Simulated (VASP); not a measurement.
A VASP calculation is set up with these files.

KPOINTS:
```
kpoints
0
Gamma
  6 6 6
```

INCAR:
```
SYSTEM = PbTe
PREC = Accurate
ENCUT = 520
EDIFF = 1E-6
NELM = 60
ALGO = Normal
LREAL = .FALSE.
LASPH = .TRUE.
ISMEAR = 0
SIGMA = 0.05
GGA = PE
AEXX = 0.25
HFRCUT = -1
LHFCALC = .TRUE.
PRECFOCK = Fast
ISYM = 3
LMAXMIX = 4
LWAVE = .FALSE.
LCHARG = .FALSE.
ISIF = 2
```

**POSCAR**
```
PbTe
6.5002470
  0.0000000000   0.5000000252   0.5000000252
  0.5000000252   0.0000000000   0.5000000252
  0.5000000252   0.5000000252   0.0000000000
Te Pb
1 1
Cart
  0.5000000252   0.5000000252   0.5000000252
  0.0000000000   0.0000000000   0.0000000000
```

POTCAR, in this order: Te Pb_d (PBE.64 set). Program: vasp_std. Read from the step before: WAVECAR.

Task: Write an equivalent input for Quantum ESPRESSO's pw.x.

Result: One equivalent input (not run):
```
&CONTROL
  calculation = 'scf'
  pseudo_dir = './pseudo'
  outdir = './out'
  tprnfor = .true.
  tstress = .false.
/
&SYSTEM
  ibrav = 0
  nat = 2
  ntyp = 2
  ecutwfc = 82.3
  occupations = 'smearing'
  smearing = 'gaussian'
  degauss = 0.003675
  input_dft = 'pbe0'
  nqx1 = 6
  nqx2 = 6
  nqx3 = 6
/
&ELECTRONS
  conv_thr = 7.3e-08
  electron_maxstep = 60
/
ATOMIC_SPECIES
  Te 127.600 Te.upf
  Pb 207.200 Pb.upf
CELL_PARAMETERS angstrom
     0.0000000    3.2501237    3.2501237
     3.2501237    0.0000000    3.2501237
     3.2501237    3.2501237    0.0000000
ATOMIC_POSITIONS crystal
  Te   0.5000000  0.5000000  0.5000000
  Pb   0.0000000  0.0000000  0.0000000
K_POINTS automatic
  6 6 6 0 0 0
```
Limits of the translation: the potentials are each code's own (VASP's PAW set, PseudoDojo norm-conserving files in pw.x), so ENCUT and ecutwfc are chosen apart and not converted; conv_thr bounds pw.x's estimated SCF error, while EDIFF bounds the energy change between steps; the singularity of exact exchange is treated differently by default.

The compound is PbTe in the rock salt structure. This cell is one point of a volume scan, at 0.97 of the reference volume.
